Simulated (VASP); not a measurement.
Output of a VASP run:

OSZICAR:
```
       N       E                     dE             d eps       ncg     rms          rms(c)
DAV:   1     0.447900896925E+03    0.44790E+03   -0.22791E+04   500   0.205E+03
DAV:   2     0.951545054849E+01   -0.43839E+03   -0.42581E+03   612   0.504E+02
DAV:   3    -0.243413599775E+02   -0.33857E+02   -0.33726E+02   601   0.150E+02
DAV:   4    -0.251170518193E+02   -0.77569E+00   -0.77481E+00   800   0.217E+01
DAV:   5    -0.251246626897E+02   -0.76109E-02   -0.76058E-02   679   0.177E+00    0.126E+01
DAV:   6    -0.231261121918E+02    0.19986E+01   -0.74055E+00   749   0.395E+01    0.835E+00
DAV:   7    -0.231484354761E+02   -0.22323E-01   -0.12740E+00   520   0.801E+00    0.518E+00
DAV:   8    -0.231383163177E+02    0.10119E-01   -0.50334E-01   679   0.141E+01    0.151E+00
DAV:   9    -0.231116380064E+02    0.26678E-01   -0.68800E-02   744   0.733E+00    0.706E-01
DAV:  10    -0.231056271626E+02    0.60108E-02   -0.85801E-02   726   0.744E+00    0.247E-01
DAV:  11    -0.231054407882E+02    0.18637E-03   -0.11447E-02   664   0.123E+00    0.994E-02
DAV:  12    -0.231055280634E+02   -0.87275E-04   -0.46185E-04   552   0.234E-01    0.982E-02
DAV:  13    -0.231053774095E+02    0.15065E-03   -0.88228E-04   766   0.103E+00    0.266E-02
DAV:  14    -0.231053805157E+02   -0.31062E-05   -0.17475E-04   688   0.203E-01    0.891E-03
DAV:  15    -0.231053797749E+02    0.74074E-06   -0.65037E-06   608   0.558E-02
   1 F= -.23105380E+02 E0= -.23105380E+02  d E =-.231054E+02
```

**OUTCAR**
```
------------------------ aborting loop because EDIFF is reached ----------------------------------------
  FORCE on cell =-STRESS in cart. coord.  units (eV):
  Direction    XX          YY          ZZ          XY          YZ          ZX
  --------------------------------------------------------------------------------------
  Total        0.0925389      0.0925389      0.0925389     -0.0000000     -0.0000000     -0.0000000
  in kB        2.3526748      2.3526748      2.3526748     -0.0000000     -0.0000000     -0.0000000
  external PRESSURE =       2.3526748 kB  Pullay stress =       0.0000000 kB
  volume of cell :       63.02
      direct lattice vectors                 reciprocal lattice vectors
     3.979461942  0.000000000  0.000000000     0.251290253  0.000000000  0.000000000
     0.000000000  3.979461942  0.000000000     0.000000000  0.251290253  0.000000000
     0.000000000  0.000000000  3.979461942     0.000000000  0.000000000  0.251290253
 POSITION                                       TOTAL-FORCE (eV/Angst)
 -----------------------------------------------------------------------------------
      0.00000      0.00000      0.00000         0.000000      0.000000      0.000000
      1.98973      1.98973      1.98973         0.000000      0.000000      0.000000
      1.98973      0.00000      1.98973         0.000000      0.000000      0.000000
      0.00000      1.98973      1.98973         0.000000      0.000000      0.000000
      1.98973      1.98973      0.00000         0.000000      0.000000      0.000000
 -----------------------------------------------------------------------------------
    total drift:                                0.000000      0.000000     -0.000000
  FREE ENERGIE OF THE ION-ELECTRON SYSTEM (eV)
  ---------------------------------------------------
  free  energy   TOTEN  =       -23.1053797749 eV

  energy  without entropy=      -23.1053797749  energy(sigma->0) =      -23.10537977

 reached required accuracy - stopping structural energy minimisation
```
(Selected blocks of OUTCAR.)

POSCAR:
```
KZnF3
1
    3.9794619424     0.0000000000    -0.0000000000
   -0.0000000000     3.9794619424     0.0000000000
    0.0000000000    -0.0000000000     3.9794619424
K Zn F
1 1 3
Direct
  0.0000000000   0.0000000000   0.0000000000
  0.5000000000   0.5000000000   0.5000000000
  0.5000000000   0.0000000000   0.5000000000
  0.0000000000   0.5000000000   0.5000000000
  0.5000000000   0.5000000000   0.0000000000
```

### Question
Write an INCAR and KPOINTS that could have produced this output.

### Answer
This is not unique; one that fits is the input of the run itself, LDA (Ceperley-Alder, Perdew-Zunger), plane waves, VASP's LDA PAW potentials (set 64).

### INCAR
```
SYSTEM  =  KZnF3
PREC  =  Accurate; ENCUT  =  520; LREAL  =  .FALSE.
LASPH  =  .TRUE.
EDIFF  =  1E-6; NELM  =  100; ALGO  =  Normal
LMAXMIX  =  4
ISMEAR  =  0; SIGMA  =  0.05
IBRION  =  2; NSW  =  60; ISIF  =  3
EDIFFG  =  -0.02
LWAVE  =  .FALSE.; LCHARG  =  .FALSE.
```

File KPOINTS:
```
Automatic
0
G
5 5 5
```

POTCAR, in this order: K_sv Zn F (LDA.64 set). Program: vasp_std.

The compound is KZnF3 in the cubic perovskite structure. It was relaxed first, which changed the volume by -5 %. The start is the result of an earlier pass.
